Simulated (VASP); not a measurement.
Computed with LDA (Ceperley-Alder, Perdew-Zunger), VASP's LDA PAW potentials (set 64) (plane waves; VASP).

The input files of a VASP run:

File POSCAR:
```
InSe
1
    2.0000000000     1.1547010000     8.4400000000
   -2.0000000000     1.1547010000     8.4400000000
    0.0000000000    -2.3094010000     8.4400000000
Se In
2 2
Direct
  0.6165000000   0.6165000000   0.6165000000
  0.8281000000   0.8281000000   0.8281000000
  0.0000000000   0.0000000000   0.0000000000
  0.1114000000   0.1114000000   0.1114000000
```

File KPOINTS:
```
Automatic mesh
0
Gamma
6 6 6
0 0 0
```

INCAR:
```
ALGO  =  Normal
EDIFF  =  1E-6
ENCUT  =  300
ISIF  =  2
ISMEAR  =  -1
LASPH  =  .TRUE.
LCHARG  =  .FALSE.
LMAXMIX  =  4
LREAL  =  .FALSE.
LWAVE  =  .FALSE.
NELM  =  100
PREC  =  Accurate
SIGMA  =  0.05
SYSTEM  =  InSe
```

POTCAR, in this order: Se In_d (LDA.64 set). Program: vasp_std.

The run wrote:

OUTCAR:
```
 ion  position               nearest neighbor table
   1  0.617  0.617  0.617-   3 2.64   3 2.64   3 2.64
   2  0.828  0.828  0.828-   4 2.63   4 2.63   4 2.63
   3  0.000  0.000  0.000-   1 2.64   1 2.64   1 2.64   4 2.82
   4  0.111  0.111  0.111-   2 2.63   2 2.63   2 2.63   3 2.82
  LATTYP: Found a trigonal (rhomboedric) cell.
 ALAT       =     8.7502533906
 COS(alpha) =     0.8955162373
 Subroutine PRICEL returns:
 Original cell was already a primitive cell.
 Subroutine GETGRP returns: Found  6 space group operations
The static configuration has the point symmetry C_3v.
The dynamic configuration has the point symmetry C_3v.
 Subroutine INISYM returns: Found  6 space group operations
 Subroutine IBZKPT returns following result:
 Found     32 irreducible k-points:

 Following reciprocal coordinates:
            Coordinates               Weight
  0.000000  0.000000  0.000000      1.000000
  0.166667  0.000000  0.000000      6.000000
  0.333333  0.000000  0.000000      6.000000
  0.500000  0.000000  0.000000      3.000000
  0.166667  0.166667  0.000000      6.000000
  0.333333  0.166667  0.000000     12.000000
...
```

OSZICAR:
```
       N       E                     dE             d eps       ncg     rms          rms(c)
DAV:   1     0.275441313776E+03    0.27544E+03   -0.13083E+04  1472   0.123E+03
DAV:   2     0.103979837243E+02   -0.26504E+03   -0.26128E+03  1570   0.349E+02
DAV:   3    -0.162622747545E+02   -0.26660E+02   -0.26436E+02  1851   0.130E+02
DAV:   4    -0.170933954043E+02   -0.83112E+00   -0.83049E+00  1718   0.264E+01
DAV:   5    -0.171340085827E+02   -0.40613E-01   -0.40611E-01  2389   0.474E+00    0.685E+00
DAV:   6    -0.166842751946E+02    0.44973E+00   -0.10316E+00  1989   0.164E+01    0.418E+00
DAV:   7    -0.166416201187E+02    0.42655E-01   -0.34358E-01  2021   0.431E+00    0.112E+00
DAV:   8    -0.166355803421E+02    0.60398E-02   -0.27145E-02  2276   0.201E+00    0.560E-01
DAV:   9    -0.166348205260E+02    0.75982E-03   -0.42198E-03  1795   0.405E-01    0.141E-01
DAV:  10    -0.166348110698E+02    0.94563E-05   -0.27470E-04  2301   0.160E-01    0.659E-02
DAV:  11    -0.166348249066E+02   -0.13837E-04   -0.71298E-05  1861   0.841E-02    0.153E-02
DAV:  12    -0.166348227383E+02    0.21683E-05   -0.79605E-06  1974   0.270E-02    0.101E-02
DAV:  13    -0.166348230115E+02   -0.27320E-06   -0.26857E-06  1484   0.134E-02
   1 F= -.16634823E+02 E0= -.16634666E+02  d E =-.313639E-03
```

**OUTCAR**
```
------------------------ aborting loop because EDIFF is reached ----------------------------------------
  FORCE on cell =-STRESS in cart. coord.  units (eV):
  Direction    XX          YY          ZZ          XY          YZ          ZX
  --------------------------------------------------------------------------------------
  Total       -0.8268731     -0.8268733     -1.7519514     -0.0000000     -0.0000001      0.0000000
  in kB      -11.3280811    -11.3280836    -24.0015636     -0.0000000     -0.0000009      0.0000000
  external PRESSURE =     -15.5525761 kB  Pullay stress =       0.0000000 kB
  volume of cell :      116.95
      direct lattice vectors                 reciprocal lattice vectors
     2.000000000  1.154701000  8.440000000     0.250000000  0.144337551  0.039494465
    -2.000000000  1.154701000  8.440000000    -0.250000000  0.144337551  0.039494465
     0.000000000 -2.309401000  8.440000000     0.000000000 -0.288675103  0.039494482
 POSITION                                       TOTAL-FORCE (eV/Angst)
 -----------------------------------------------------------------------------------
      0.00000      0.00000     15.60978         0.000000      0.000000      0.052571
      0.00000      0.00000     20.96749         0.000000     -0.000000     -0.035583
      0.00000      0.00000      0.00000         0.000000      0.000000      0.234648
      0.00000      0.00000      2.82065         0.000000     -0.000000     -0.251635
 -----------------------------------------------------------------------------------
    total drift:                                0.000000     -0.000005      0.001056
  FREE ENERGIE OF THE ION-ELECTRON SYSTEM (eV)
  ---------------------------------------------------
  free  energy   TOTEN  =       -16.6348230115 eV

  energy  without entropy=      -16.6345093725  energy(sigma->0) =      -16.63466619
```
(Selected blocks of OUTCAR.)

At this cut-off the stress carries a Pulay error, which pulls relaxed volumes low.

The structure comes from a measured InSe entry of the Crystallography Open Database, whose conditions weren't checked. The cell was not relaxed at this level.
